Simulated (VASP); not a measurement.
# OBSiClH4 in VASP: notebook

Runs on OBSiClH4. Level: PBE. Tasks: single point, relaxation of the atoms.

Everything below comes from runs of VASP 6.6.1. Logs are shortened: lines on timing, memory, paths and dates and some standing lists are left out, and cuts for length are marked.

**1. The undisturbed crystal**

The cell holds a molecule in a box, 8 atoms: a = 12.000 Å, b = 13.000 Å, c = 14.000 Å, α = 90.00°, β = 90.00°, γ = 90.00°.

**2. Single point, PBE (atoms moved at random, drawn with an rms of 0.05 Å)**

Contents of INCAR:

```
ALGO = Fast
EDIFF = 1E-6
ENCUT = 520
GGA = PE
ISIF = 2
ISMEAR = 0
LASPH = True
LCHARG = True
LELF = True
LREAL = False
LVACPOTAV = True
LVHAR = True
LWAVE = False
NELM = 60
PREC = Accurate
SIGMA = 0.01
```

Contents of KPOINTS:

```
k-points
0
Gamma
  1 1 1
```

Contents of POSCAR:

```
SiBH4ClO
1.0
   12.0000000000      0.0000000000      0.0000000000
    0.0000000000     13.0000000000      0.0000000000
    0.0000000000      0.0000000000     14.0000000000
O B Si Cl H
1 1 1 1 4
Direct
    0.4228780000      0.6158920000      0.4380860000
    0.4491640000      0.5166250000      0.4521190000
    0.4807180000      0.4531340000      0.5822140000
    0.4555010000      0.4379520000      0.3486350000
    0.4087570000      0.6395730000      0.3768740000
    0.4736020000      0.5329070000      0.6562670000
    0.6006200000      0.4147800000      0.5786280000
    0.4037280000      0.3647650000      0.5958990000
```

Potentials or basis: VASP PAW PBE potentials, release 64 (O, B, Si, Cl, H).

Command:

```
$ cat potpaw_PBE.64/O/POTCAR potpaw_PBE.64/B/POTCAR potpaw_PBE.64/Si/POTCAR potpaw_PBE.64/Cl/POTCAR potpaw_PBE.64/H/POTCAR > POTCAR
$ mpirun -np 1 vasp_gam > vasp.out
```

OUTCAR:

```text
EDIFF = 1E-6
   ENCUT = 520
   GGA = PE
   ISIF = 2
   ISMEAR = 0
   LASPH = True
   LREAL = False
   NELM = 60
   PREC = Accurate

 ion  position               nearest neighbor table
   1  0.423  0.616  0.438-   5 0.93   2 1.34
   2  0.449  0.517  0.452-   1 1.34   4 1.78   3 2.04
   3  0.481  0.453  0.582-   6 1.47   8 1.49   7 1.52   2 2.04
   4  0.456  0.438  0.349-   2 1.78
   5  0.409  0.640  0.377-   1 0.93
   6  0.474  0.533  0.656-   3 1.47
   7  0.601  0.415  0.579-   3 1.52
   8  0.404  0.365  0.596-   3 1.49

  LATTYP: Found a simple orthorhombic cell.
 ALAT       =    12.0000000000
 B/A-ratio  =     1.0833333333
 C/A-ratio  =     1.1666666667

  Lattice vectors:

 A1 = (  12.0000000000,   0.0000000000,   0.0000000000)
 A2 = (   0.0000000000,  13.0000000000,   0.0000000000)
 A3 = (   0.0000000000,   0.0000000000,  14.0000000000)

Analysis of symmetry for initial positions (statically):
=====================================================================
 Subroutine PRICEL returns:
 Original cell was already a primitive cell.

 Routine SETGRP: Setting up the symmetry group for a
 simple orthorhombic supercell.

 Subroutine GETGRP returns: Found  1 space group operations
 (whereof  1 operations were pure point group operations)
 out of a pool of  8 trial point group operations.

The static configuration has the point symmetry C_1 .

Analysis of symmetry for dynamics (positions and initial velocities):
=====================================================================
 Subroutine PRICEL returns:
 Original cell was already a primitive cell.

 Routine SETGRP: Setting up the symmetry group for a
 simple orthorhombic supercell.

 Subroutine GETGRP returns: Found  1 space group operations
 (whereof  1 operations were pure point group operations)
 out of a pool of  8 trial point group operations.

The dynamic configuration has the point symmetry C_1 .

 Subroutine INISYM returns: Found  1 space group operations
 (whereof  1 operations are pure point group operations),
 and found     1 'primitive' translations

----------------------------------------------------------------------------------------
[... 82 lines left out ...]
   LREAL  =      F    real-space projection
   EDIFFG = 0.1E-04   stopping-criterion for IOM
   NSW    =      0    number of steps for IOM
   IBRION =     -1    ionic relax: 0-MD 1-quasi-New 2-CG
   NFREE  =      0    steps in history (QN), initial steepest desc. (CG)
   ISIF   =      2    stress and relaxation
   ISYM   =      2    0-nonsym 1-usesym 2-fastsym
   POTIM  = 0.5000    time-step for ionic-motion
   TEBEG  =    0.0;   TEEND  =   0.0 temperature during run
   PSTRESS=    0.0 pullay stress
   NELECT =      24.0000    total number of electrons
   NUPDOWN=      -1.0000    fix difference up-down
   EMIN   =  10.00;   EMAX   =-10.00  energy-range for DOS
   EFERMI =   0.00;   METHOD = LEGACY
   ISMEAR =     0;   SIGMA  =   0.01  broadening in eV -4-tet -1-fermi 0-gaus
   EFERMI_NEDOS =   21; number of points for ismear=-14 and -15
   IALGO  =     68    algorithm
   IMIX   =      4    mixing-type and parameters
     AMIX     =   0.40;   BMIX     =  1.00
     AMIX_MAG =   1.60;   BMIX_MAG =  1.00
  volume/ion in A,a.u.               =     273.00      1842.29
  Fermi-wavevector in a.u.,A,eV,Ry     =   0.363966  0.687796  1.802383  0.132471
  Thomas-Fermi vector in A             =   1.286425
   LORBIT       =      0    0 simple, 1 ext, 2 COOP (PROOUT), +10 PAW based schemes
   GGA     = PE    functional components
   LHFCALC =     F    Hartree Fock is set to
   AEXX    =    0.0000 exact exchange contribution
   IVDW    =     0    specifies the selected vdW correction
   LEPSILON=     F    determine dielectric tensor
   LRPA    =     F    only Hartree local field effects (RPA)
 non-spin polarized calculation
 RMM-DIIS sequential band-by-band and
 Gauss-broadening in eV      SIGMA  =   0.01
  energy-cutoff  :      520.00
  volume of cell :     2184.00
 maximum number of plane-waves:     29381
 NGX is ok and might be reduce to    90
   NGX = 45   NGY = 49   NGZ = 53

 number of electron      23.9999997 magnetization

 Free energy of the ion-electron system (eV)
  ---------------------------------------------------
  ext. energy  EPLUGINS =         0.00000000
  ---------------------------------------------------
  free energy    TOTEN  =       -36.53163421 eV

  energy without entropy =      -36.53163421  energy(sigma->0) =      -36.53163421

 E-fermi :  -6.7826     XC(G=0):  -0.7569

 val. band max:       -6.8511571021   @ k =   0.0000   0.0000   0.0000
 cond. band min:      -1.7722419878   @ k =   0.0000   0.0000   0.0000
 fundamental gap:      5.0789151143
 Fermi energy:        -6.7826362177

 k-point     1 :       0.0000    0.0000    0.0000
  band No.  band energies     occupation
      1     -26.4248      2.00000
      2     -20.6476      2.00000
      3     -14.8800      2.00000
      4     -13.0258      2.00000
      5     -11.2992      2.00000
      6      -9.6554      2.00000
[... 9 lines left out ...]
     16       0.0922      0.00000
     17       0.2780      0.00000

------------------------ aborting loop because EDIFF is reached ----------------------------------------

  FORCE on cell =-STRESS in cart. coord.  units (eV):
  Direction    XX          YY          ZZ          XY          YZ          ZX
  --------------------------------------------------------------------------------------
  -------------------------------------------------------------------------------------
  Total       -0.5855211      1.2054300      2.7951237     -0.1564159      0.2484114      0.1828876
  in kB       -0.4295369      0.8843006      2.0504962     -0.1147463      0.1822341      0.1341659
  external PRESSURE =       0.8350867 kB  Pullay stress =       0.0000000 kB

 VOLUME and BASIS-vectors are now :
 -----------------------------------------------------------------------------
  energy-cutoff  :      520.00
  volume of cell :     2184.00
      direct lattice vectors                 reciprocal lattice vectors
    12.000000000  0.000000000  0.000000000     0.083333333  0.000000000  0.000000000
     0.000000000 13.000000000  0.000000000     0.000000000  0.076923077  0.000000000
     0.000000000  0.000000000 14.000000000     0.000000000  0.000000000  0.071428571

 POSITION                                       TOTAL-FORCE (eV/Angst)
 -----------------------------------------------------------------------------------
      5.07454      8.00660      6.13320         0.383258     -0.180107      3.031728
      5.38997      6.71612      6.32967        -0.036337     -0.238845     -0.192470
      5.76862      5.89074      8.15100         0.652564     -0.002756     -0.741766
      5.46601      5.69338      4.88089         0.066317     -0.383810     -0.226229
      4.90508      8.31445      5.27624        -0.431916      0.673511     -2.583201
      5.68322      6.92779      9.18774        -0.144201      0.138638      0.445806
      7.20744      5.39214      8.10079        -0.445033      0.042052      0.083993
      4.84474      4.74194      8.34259        -0.044652     -0.048684      0.182140
 -----------------------------------------------------------------------------------
    total drift:                                0.000791     -0.000444      0.000200

  FREE ENERGIE OF THE ION-ELECTRON SYSTEM (eV)
  ---------------------------------------------------
  free  energy   TOTEN  =       -36.5316342119 eV

  energy  without entropy=      -36.5316342119  energy(sigma->0) =      -36.53163421
```

Wall time 3.5 min (1 thread of Intel Xeon Platinum 8488C (Sapphire Rapids), shared host); peak memory 1.8 GiB.

Results:

```
Free energy                     : -36.5316 eV
Largest force                   : 3.061 eV/Å
Gap between the frontier levels : 5.08 eV
```

Forces in eV/Å, atoms in the order of the input:
```
O    0.383 -0.180  3.032
B   -0.036 -0.239 -0.192
Si   0.653 -0.003 -0.742
Cl   0.066 -0.384 -0.226
H   -0.432  0.674 -2.583
H   -0.144  0.139  0.446
H   -0.445  0.042  0.084
H   -0.045 -0.049  0.182
```

**3. Relaxation of the atoms, PBE (atoms moved at random, drawn with an rms of 0.02 Å)**

Contents of INCAR:

```
SYSTEM = SiBH4ClO
ALGO = Fast ; EDIFF = 1E-7
EDIFFG = -0.01 ; ENCUT = 520
GGA = PE ; IBRION = 2
ISIF = 2 ; ISMEAR = 0
LASPH = .True. ; LCHARG = .False.
LREAL = .False. ; LWAVE = .False.
NELM = 60 ; NSW = 60
PREC = Accurate ; SIGMA = 0.01
```

Contents of KPOINTS:

```
k-points
0
Gamma
  1 1 1
  0 0 0
```

Contents of POSCAR:

```
SiBH4ClO
1.0
   12.0000000000      0.0000000000      0.0000000000
    0.0000000000     13.0000000000      0.0000000000
    0.0000000000      0.0000000000     14.0000000000
O B Si Cl H
1 1 1 1 4
Direct
    0.4217180000      0.6136310000      0.4405600000
    0.4500830000      0.5164740000      0.4498530000
    0.4831500000      0.4527820000      0.5786660000
    0.4555020000      0.4346380000      0.3474410000
    0.4077440000      0.6359670000      0.3752770000
    0.4728860000      0.5310790000      0.6592840000
    0.5980790000      0.4113680000      0.5769030000
    0.4058350000      0.3668270000      0.5980120000
```

Potentials or basis: VASP PAW PBE potentials, release 64 (O, B, Si, Cl, H).

Command:

```
$ cat potpaw_PBE.64/O/POTCAR potpaw_PBE.64/B/POTCAR potpaw_PBE.64/Si/POTCAR potpaw_PBE.64/Cl/POTCAR potpaw_PBE.64/H/POTCAR > POTCAR
$ mpirun -np 1 vasp_gam > vasp.out
```

Run time: 41 min. Hardware: 1 thread of Intel Xeon Platinum 8488C (Sapphire Rapids), shared host; peak memory 1.9 GiB.

Results (log left out):

* Free energy: -36.6581 eV
* Energy gained by relaxing: 6.3 meV/atom
* Ionic steps: 34
* Largest force after relaxing: 0.007 eV/Å
* Gap between the frontier levels: 5.07 eV

Forces in eV/Å, atoms in the order of the input:
```
O    0.003 -0.005  0.003
B    0.000 -0.001 -0.003
Si   0.001 -0.001 -0.002
Cl   0.000  0.003  0.005
H   -0.003  0.002  0.000
H   -0.001  0.002 -0.004
H    0.002  0.001  0.002
H   -0.002  0.001 -0.001
```

Step by step:
| step | energy change (eV) | largest force (eV/Å) | pressure (GPa) |
| --- | --- | --- | --- |
| 1 | 0.0000 | 1.7324 | 0.07 |
| 2 | 0.2162 | 3.7617 | -0.06 |
| 3 | -0.0406 | 0.4467 | 0.02 |
| 4 | -0.0300 | 1.1264 | -0.02 |
| 5 | -0.0462 | 0.2120 | 0.00 |
| 6 | -0.0475 | 0.1935 | 0.01 |
| 7 | -0.0479 | 0.1118 | 0.01 |
| 8 | -0.0489 | 0.0920 | 0.00 |
| 9 | -0.0492 | 0.1334 | 0.00 |
| 10 | -0.0495 | 0.1152 | -0.01 |
| 11 | -0.0495 | 0.0537 | -0.01 |
| 12 | -0.0497 | 0.0355 | -0.01 |
| 13 | -0.0498 | 0.0398 | 0.00 |
| 14 | -0.0500 | 0.0327 | -0.01 |
| 15 | -0.0500 | 0.0754 | -0.01 |
| 16 | -0.0501 | 0.0587 | -0.01 |
| 17 | -0.0502 | 0.0540 | -0.01 |
| 18 | -0.0502 | 0.0164 | -0.01 |
| 19 | -0.0502 | 0.0172 | -0.01 |
| 20 | -0.0502 | 0.0166 | -0.01 |
| 21 | -0.0502 | 0.0116 | -0.01 |
| 22 | -0.0502 | 0.0155 | -0.01 |
| 23 | -0.0503 | 0.0107 | -0.01 |
| 24 | -0.0503 | 0.0164 | -0.01 |
| 25 | -0.0503 | 0.0198 | -0.01 |
| 26 | -0.0503 | 0.0174 | -0.01 |
| 27 | -0.0503 | 0.0126 | -0.01 |
| 28 | -0.0503 | 0.0165 | -0.01 |
| 29 | -0.0503 | 0.0143 | -0.01 |
| 30 | -0.0503 | 0.0109 | -0.01 |
| 31 | -0.0503 | 0.0111 | -0.01 |
| 32 | -0.0503 | 0.0148 | -0.01 |
| 33 | -0.0503 | 0.0135 | -0.01 |
| 34 | -0.0503 | 0.0067 | -0.01 |

Final structure:
```
CELL_PARAMETERS angstrom
12.00000 0.00000 0.00000
0.00000 13.00000 0.00000
0.00000 0.00000 14.00000
ATOMIC_POSITIONS crystal
O 0.42160 0.61564 0.44009
B 0.44906 0.51504 0.44979
Si 0.48345 0.45330 0.57954
Cl 0.45545 0.43516 0.34629
H 0.40717 0.63664 0.37427
H 0.47364 0.53002 0.65850
H 0.59927 0.41088 0.57886
H 0.40535 0.36608 0.59865
```

Levels at points of the mesh, in eV from the valence-band top:
```
           k point  band 8  band 9  band 10  band 11  band 12  band 13  band 14  band 15  band 16  band 17
(0.00, 0.00, 0.00)   -1.23   -1.19    -0.93    -0.85     0.00     5.07     6.25     6.89     7.08     7.29
```

**4. The reference run**

An earlier run on the cell as given: functional PBE; potentials or basis VASP PAW PBE potentials, release 64 (O, B, Si, Cl, H); cutoff 520 eV; k mesh 1 × 1 × 1; occupations gaussian, width 0.01 eV; no spin polarisation.

- Largest force: 0.600 eV/Å
- Gap between the frontier levels: 5.09 eV

**5. Overview**

```tsv
task	cell	gap on the mesh (eV)	largest force (eV/Å)
single point	atoms moved at random, drawn with an rms of 0.05 Å	5.08	3.06
relaxation of the atoms	atoms relaxed from: atoms moved at random, drawn with an rms of 0.02 Å	5.07	0.01
single point	as given	5.09	0.60
```

Alike in all rows: level PBE; potentials or basis VASP PAW PBE potentials, release 64 (O, B, Si, Cl, H); no spin polarisation; k mesh 1 × 1 × 1; cutoff (eV) 520; smearing gaussian 0.01 eV.

Total energies depend on the potentials used, so only differences within one code and one set of settings carry meaning.
